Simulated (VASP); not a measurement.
Energy against volume of Mg3Sb2 (a-la2o3). Level of theory: PBEsol GGA, VASP's PBE PAW potentials (set 64) (plane waves; VASP). Numerical set-up: 520 eV cut-off, 6×6×3 Γ-centred mesh, Gaussian smearing of 0.050 eV, potentials Mg Sb.

Shape and ions are relaxed at each volume.

```
V (Å³/atom)  E (eV/atom)
-----------  -----------
24.260          -3.21116
25.035          -3.22253
25.809          -3.22617
26.583          -3.22318
```

**Question.** Fit these four points and predict the energy of the run at 27.357 Å³/atom.

**Answer.** A cubic in V^(−2/3), the third-order Birch-Murnaghan form, passes through the four points with V0 = 25.83 Å³/atom and B0 = 46 GPa, and gives -3.2145 eV/atom there. The run gave -3.2146 eV/atom, -0.1 meV/atom from the fit; all five points give B0 = 45 GPa.

The compound is Mg3Sb2 in the a-la2o3 structure. It was relaxed first.
